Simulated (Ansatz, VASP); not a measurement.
# TiO2 (Anatase) in two plane-wave programs, part 2 of 2

Aim: how closely do two programs agree when they are given the same cell, functional and k mesh? The cell is taken from a series of runs on this material, whose earlier steps may have relaxed, scaled, displaced or heated it; both programs get it as it stands.

VASP 6.6.1 and Ansatz 0.2.0.

So far: The structure; VASP: single point, HSE06.

**3. Ansatz: single point, HSE06**

Level of this step: Ansatz beside VASP: Kohn-Sham DFT, plane waves, HSE06 (Ansatz).

Ansatz runs on its default PAW (the set named soft_2) files.

The same cell, functional and mesh now go to Ansatz, which takes its cutoff from its data sets.

Input file input.yaml:

```yaml
crystal:
  lattice:
    - [-1.8921, 1.8921, 4.7573]
    - [1.8921, -1.8921, 4.7573]
    - [1.8921, 1.8921, -4.7573]
  atoms:
    - { symbol: Ti, position: [0.0, 0.0, 0.0] }
    - { symbol: Ti, position: [0.75, 0.25, 0.5] }
    - { symbol: O, position: [0.2081, 0.2081, 0.0] }
    - { symbol: O, position: [0.9581, 0.4581, 0.5] }
    - { symbol: O, position: [0.5419, 0.0419, 0.5] }
    - { symbol: O, position: [0.7919, 0.7919, 0.0] }
kpoints:
  mp_grid: { grid: [6, 6, 6] }
  band_path:
    path:
      - [0.0, 0.0, 0.0]
      - [0.0, 0.0, 0.5]
      - [0.25, 0.25, 0.25]
      - [0.0, 0.5, 0.0]
      - [0.5, 0.5, -0.5]
      - [0.28954641, 0.71045359, -0.28954641]
      - [-0.28954641, 0.28954641, 0.28954641]
      - [-0.07909283, 0.07909283, 0.5]
      - [0.0, 0.0, 0.45]
      - [0.25, 0.25, -0.25]
    npoints: 1
hamiltonian:
  xc: hse06
scf:
  occupations: { method: fixed }
  n_extra_bands: 6
output:
  eigenvalues: true
  write_density: true
  write_potential: true
  elf: true
  volumetric_format: npy
```

The run is started by

```bash
$ ansatz run input.yaml --threads 3 --pin off --max-ram 64512MiB --backend cuda --devices 1 --max-vram 24GiB --events-out ev --progress --plain --runs-dir out
```

Numbers of over 12 decimals in the logs are rounded to 6 here.

What it wrote:

```text
scf.n_extra_bands = 6 over 24 filled bands (N_el = 48.0): the run solves 30 bands
GPUs: using 1 of 1 available (devices: 1).
Engine: ansatz 0.2.0, x86_64-unknown-linux-gnu
Pseudopotentials: kind: paw
Pseudopotential: Ti, paw, valence charge 12, recommended cutoff 420 eV (normal), Ti.paw.azcp
Pseudopotential: O, paw, valence charge 6, recommended cutoff 420 eV (normal), O.paw.azcp
Functional definition: HSE06
  parameter a = 0.25
  parameter omega = 0.11/bohr
  exchange = pbe_x - a*pbe_x_sr(omega) + a*exact_x_sr(omega)
  correlation = pbe_c
davidson cushion auto → on  (no smearing: the cushion is to keep the highest requested band from converging to the state above it; pin scf.eigensolver.cushion to override)
device memory: the entry about to start is reckoned to put 1.2 GiB on a device that reports 69.0 GiB free (of which the cap on the GPU budget leaves the run 24.0 GiB)
GPU FFT provider: cuFFT
GPU libraries: cuBLAS 13.8.2, cuFFT 12.4.0, cuSOLVER 12.3.4
Crystal: 6 atoms, lattice volume = 68.125 Å³
Basis set: ecut = 420 eV, 1315 PW (Γ)
Bands: 30, of which v1, the nominal top of the filled ones, is band 24 counted from 1 (23 counted from 0)
Symmetry: 16 space group operations
Space group: I41/amd (ITA 141), of the structure as read, at distance tolerance 4.1e-5 Å
k-points: 30 of 216
Non-local potential: Ti, projectors of the file, l = 0: 3, l = 1: 2, l = 2: 3, l = 3: 1
Non-local potential: O, projectors of the file, l = 0: 2, l = 1: 2, l = 2: 1
PAW form: soft (Blöchl's): semilocal exchange-correlation on the pseudo side does not see the compensation charge
PAW frozen core: Ti, regenerated for the run's functional, and the local potential with it (the file was generated under x = pbe(κ = 0.804, μ = 0.219515), c = pbe(β = 0.066725))
PAW frozen core: O, regenerated for the run's functional, and the local potential with it (the file was generated under x = pbe(κ = 0.804, μ = 0.219515), c = pbe(β = 0.066725))
PAW one-centre angular grid: Ti, 590 points (default); XC on 64 Gauss nodes
PAW one-centre angular grid: O, 110 points (default); XC on 96 Gauss nodes
Initial density: superposition of atomic densities (neutral atoms: chi_scale 0, normalization atom), corrected by the library's trained network
Initial wavefunctions: pseudopotential atomic-orbital guess
GPU buffer pool allocated for 64000 grid points (all kernels)
GPU transforms: local potential and band sums: pruned to the plane-wave sphere, on 40×40×40
Functional: x = pbe(κ = 0.804, μ = 0.219515), c = pbe(β = 0.066725), warm-up for x = pbe(κ = 0.804, μ = 0.219515) + 0.25 (exact − pbe) at short range (hse, ω = 0.207870 Å⁻¹), c = pbe(β = 0.066725); HSE06 as pw.x's `hse` composes it (authors' and Libxc's form: `xc: wpbeh`)
SCF iter   1: F=—  HF=-7277.478084 eV  |F-HF|=—  |Δ(HF+E_count)|=         —  Δρ=3.56e-3  dr2=3.86e-3  ethr=1.77e-3  ⟨swp⟩=5.2  Hψ=3828  notcnv=0
preconditioner: auto → none  [insulator: Δε(μ)=2.186 eV  Ē_g=9.672 eV  n_scr=14 (ndim 8)  ℏωp=25.4 eV  f_vac=0.102]
SCF iter   2: F=—  HF=-7277.481433 eV  |F-HF|=—  |Δ(HF+E_count)|=   3.35e-3  Δρ=2.91e-3  dr2=4.90e-3  ethr=8.03e-6  ⟨swp⟩=4.6  Hψ=3286  notcnv=0
SCF iter   3: F=—  HF=-7277.480999 eV  |F-HF|=—  |Δ(HF+E_count)|=   4.34e-4  Δρ=1.48e-3  dr2=8.79e-4  ethr=8.03e-6  ⟨swp⟩=3.3  Hψ=2252  notcnv=0
iter 4 solved again at ethr=1.62e-7 eV; its pass at ethr=1.83e-6 eV (dr2=7.77e-5 eV) is discarded
SCF iter   4: F=-7277.481151 eV  HF=-7277.481148 eV  |F-HF|=3.42e-6  |Δ(HF+E_count)|=   1.48e-4  Δρ=4.72e-4  dr2=7.64e-5  ethr=1.62e-7  ⟨swp⟩=3.1  Hψ=4046  notcnv=0
SCF 1 stopped early in 4 iterations: F = -7277.481151 eV  dr2 = 7.64e-5
  greatest PAW one-centre occupation: 0.999 electrons in one spin orbital (limit 2), on the Ti atom at site 1 (counted from 0), in its partial waves of l = 0
device memory: the entry about to start is reckoned to put 1.8 GiB (of the 1.9 GiB reckoned in all, the device holds 0.1 GiB already) on a device that reports 68.4 GiB free (of which the cap on the GPU budget leaves the run 23.9 GiB)
GPU FFT provider: cuFFT
GPU libraries: cuBLAS 13.8.2, cuFFT 12.4.0, cuSOLVER 12.3.4
Initial density: handed on by an earlier stage of this run
Initial wavefunctions: those handed on with the density
GPU buffer pool allocated for 64000 grid points (all kernels)
GPU transforms: local potential and band sums: pruned to the plane-wave sphere, on 40×40×40
Functional: x = pbe(κ = 0.804, μ = 0.219515) + 0.25 (exact − pbe) at short range (hse, ω = 0.207870 Å⁻¹), c = pbe(β = 0.066725); HSE06 as pw.x's `hse` composes it (authors' and Libxc's form: `xc: wpbeh`)
Exchange kernel: α = 0.2500, screened, ω = 0.2079 Å⁻¹, Wigner–Seitz truncation, v(0) = 1046.7034 eV·Å³, q-mesh 6×6×6, nearest image of the exchange supercell L = 22.71 Å, pair-density grid 24×24×24, without the augmentation charges, whose exchange is taken in its separable form by FFT convolution over the k-point mesh (sized by the pseudopotential files, 30×30×20 at the most), smooth part of the exact exchange by density-matrix convolution in up to 5.16 GiB of GPU memory as planned if the GPU has room (build and FFT work areas not counted)
Frozen-core exchange: fock
SCF iter   1: F=—  HF=-7276.254300 eV  |F-HF|=—  |Δ(HF+E_count)|=         —  Δρ=3.34e-2  dr2=1.05e0  ethr=1.59e-6  ⟨swp⟩=7.0  Hψ=5239  notcnv=0
preconditioner: auto → none  [insulator: Δε(μ)=4.461 eV  Ē_g=12.640 eV  n_scr=14 (ndim 8)  ℏωp=25.4 eV  f_vac=0.102]
SCF iter   2: F=—  HF=-7276.113104 eV  |F-HF|=—  |Δ(HF+E_count)|=   1.41e-1  Δρ=3.26e-2  dr2=7.05e-1  ethr=1.59e-6  ⟨swp⟩=7.1  Hψ=4693  notcnv=0  defer=6
SCF iter   3: F=—  HF=-7275.965232 eV  |F-HF|=—  |Δ(HF+E_count)|=   1.48e-1  Δρ=4.54e-3  dr2=1.82e-2  ethr=1.59e-6  ⟨swp⟩=5.8  Hψ=4230  notcnv=0
SCF iter   4: F=—  HF=-7276.010357 eV  |F-HF|=—  |Δ(HF+E_count)|=   4.51e-2  Δρ=3.78e-3  dr2=1.30e-2  ethr=1.59e-6  ⟨swp⟩=4.0  Hψ=3433  notcnv=0
SCF iter   5: F=—  HF=-7276.006960 eV  |F-HF|=—  |Δ(HF+E_count)|=   3.40e-3  Δρ=7.39e-4  dr2=1.53e-4  ethr=1.59e-6  ⟨swp⟩=4.3  Hψ=3077  notcnv=0
SCF iter   6: F=-7276.007480 eV  HF=-7276.007501 eV  |F-HF|=2.07e-5  |Δ(HF+E_count)|=   5.41e-4  Δρ=2.29e-4  dr2=3.13e-5  ethr=2.43e-7  ⟨swp⟩=3.8  Hψ=2820  notcnv=0
SCF 2 stopped early in 6 iterations: F = -7276.007480 eV  dr2 = 3.13e-5
  greatest PAW one-centre occupation: 1.000 electrons in one spin orbital (limit 2), on the Ti atom at site 1 (counted from 0), in its partial waves of l = 0
hybrid outer 1: dexx = +5.317e-2 eV, tail = 2.05e-4 eV
GPU FFT provider: cuFFT
GPU libraries: cuBLAS 13.8.2, cuFFT 12.4.0, cuSOLVER 12.3.4
GPU buffer pool allocated for 64000 grid points (all kernels)
GPU transforms: local potential and band sums: pruned to the plane-wave sphere, on 40×40×40
Exchange kernel: α = 0.2500, screened, ω = 0.2079 Å⁻¹, Wigner–Seitz truncation, v(0) = 1046.7034 eV·Å³, q-mesh 6×6×6, nearest image of the exchange supercell L = 22.71 Å, pair-density grid 24×24×24, without the augmentation charges, whose exchange is taken in its separable form by FFT convolution over the k-point mesh (sized by the pseudopotential files, 30×30×20 at the most), smooth part of the exact exchange by density-matrix convolution in up to 5.16 GiB of GPU memory as planned if the GPU has room (build and FFT work areas not counted)
Frozen-core exchange: fock
SCF iter   1: F=—  HF=-7276.006310 eV  |F-HF|=—  |Δ(HF+E_count)|=         —  Δρ=2.11e-4  dr2=2.96e-5  ethr=2.14e-6  ⟨swp⟩=3.0  Hψ=2205  notcnv=0
preconditioner: auto → none  [insulator: Δε(μ)=3.670 eV  Ē_g=11.903 eV  n_scr=14 (ndim 8)  ℏωp=25.4 eV  f_vac=0.105]
iter 2 solved again at ethr=7.92e-10 eV; its pass at ethr=5.94e-8 eV (dr2=3.80e-7 eV) is discarded
SCF iter   2: F=—  HF=-7276.006304 eV  |F-HF|=—  |Δ(HF+E_count)|=   6.66e-6  Δρ=3.69e-5  dr2=1.14e-6  ethr=7.92e-10  ⟨swp⟩=3.6  Hψ=4852  notcnv=0
SCF iter   3: F=—  HF=-7276.006309 eV  |F-HF|=—  |Δ(HF+E_count)|=   5.16e-6  Δρ=2.59e-5  dr2=2.84e-7  ethr=7.92e-10  ⟨swp⟩=4.9  Hψ=3086  notcnv=0  defer=6
SCF iter   4: F=-7276.006309 eV  HF=-7276.006309 eV  |F-HF|=2.91e-9  |Δ(HF+E_count)|=   8.51e-8  Δρ=4.47e-6  dr2=2.24e-8  ethr=5.21e-10  ⟨swp⟩=3.0  Hψ=2285  notcnv=0
SCF 3 converged in 4 iterations: F = -7276.006309 eV  dr2 = 2.24e-8
  greatest PAW one-centre occupation: 1.000 electrons in one spin orbital (limit 2), on the Ti atom at site 0 (counted from 0), in its partial waves of l = 0
hybrid outer 2: dexx = +5.622e-6 eV, tail = 9.59e-8 eV, Δε = 5.46e-3 eV (about 1.45e-4 eV left of the loop's levels)
device memory: the entry about to start is reckoned to put 0.7 GiB on a device that reports 64.1 GiB free (of which the cap on the GPU budget leaves the run 24.0 GiB)
NSCF: frozen V_eff on 10 k-points
hybrid SCF converged: 2 outer / 10 inner (+4 warm-up), last move |dexx| = 5.62e-6 eV, tail = 9.59e-8 eV
Stability not checked: this state was not tested for a lower state beside it, because the functional holds exact exchange (a hybrid, or Hartree-Fock), whose exchange loop this test does not read (fock_operator; see scf.lower_state_search)
Free energy (F): -7276.006309 eV
Frozen-core exchange: fock
Harris-Foulkes:  -7276.006309 eV  (|F-HF|=2.91e-9)
Internal energy: -7276.006309 eV  (E = F + TS)
E sigma→0 (E₀):  -7276.006309 eV
Fermi energy:    6.286607 eV
--- Per-component energies (eV) ---
  E_band       = -570.641141
  E_kinetic    = 1250.759105
  E_local      = -3547.554217  (includes V_loc(G=0)·N_el)
  E_nonlocal   = 185.462333
  E_hartree    = 1370.354049
  E_xc         = -396.714972
  E_vxc        = -498.018210  (∫ρ·V_xc dr)
  E_exx        = -157.119334  (= α·E_x^exact, valence–valence)
  E_paw        = -2658.557187  (= ΣΔE_a)
  E_vpaw       = -387.767845  (= ΣTr[D̂ρ^β])
  E_aug_tail   = 0.009982  (compensation charges beyond the density's cutoff)
  E_ewald      = -3322.195552
  E_core_change = -0.450516  (= ΣΔE_core)
  E_smearing   = -0.000000  (= −TS)
  E_closure    = -0.000000  (closes the sum)
  Σ components = -7276.006309   (vs F -7276.006309, Δ=0.00e0)
--- Band table (eV; the first three rows and the last of 30) ---
  k-point 0: bands = [... 20 lower, 5.5326, 5.5326, 5.8337, 5.8337, 9.9512, 10.8176, 12.0308, 12.0308, ... 2 higher]
  k-point 1: bands = [... 20 lower, 4.8645, 5.0854, 5.6089, 6.0516, 10.9288, 10.9505, 11.1776, 11.7024, ... 2 higher]
  k-point 2: bands = [... 20 lower, 4.0468, 5.3099, 5.6886, 6.2203, 11.0379, 11.2572, 11.5106, 11.8591, ... 2 higher]
  k-point 29: bands = [... 20 lower, 4.9331, 4.9331, 6.2085, 6.2085, 10.3685, 10.3685, 11.8757, 11.8757, ... 2 higher]
```

In the SCF lines HF is the Harris–Foulkes energy and dr2 the Hartree energy of the density residual, in eV; the loop may stop once dr2 is under the threshold and the program's other checks hold. Hψ counts applications of the Hamiltonian.

**4. Side by side**

Known differences besides the potentials themselves: exact exchange at q = 0 is treated differently, which shows on coarse meshes; VASP keeps PBE cores, Ansatz makes them for the functional; fixed occupations in Ansatz, narrow Gaussian smearing in VASP; the cutoff is 420 eV in Ansatz and 520 eV in VASP; VASP takes a coarser grid for exact exchange (PRECFOCK = Fast). Total energies have different zeros and are not compared.

Compared:

```csv
quantity,Ansatz,VASP,difference
gap on the k mesh (eV),3.665,3.634,+0.031
```

A gap on the mesh is an upper bound, since the band edges may lie between its points.

**5. Outcome**

```
difference in gap on the k mesh (single point, HSE06) : 0.031 eV
```

**Reading.** The difference in gap on the k mesh is 0.031 eV (single point, HSE06), within the 0.08 eV picked in this series as the mark of a large difference. How closely two codes agree says nothing of how well the functional describes the real material.

[Lines on the potential files, build, host, timing and source positions are cut from VASP's logs without a mark.]

[Logs are printed without paths, hosts, clocks, repeated set-up lines and the standing remarks that a program may print on its own settings, such as how far it seeks lower states.]

[Hosts, paths, dates, database ids (printed as entryN), source tags and the programs' standing remarks are cut or masked in the printed files.]
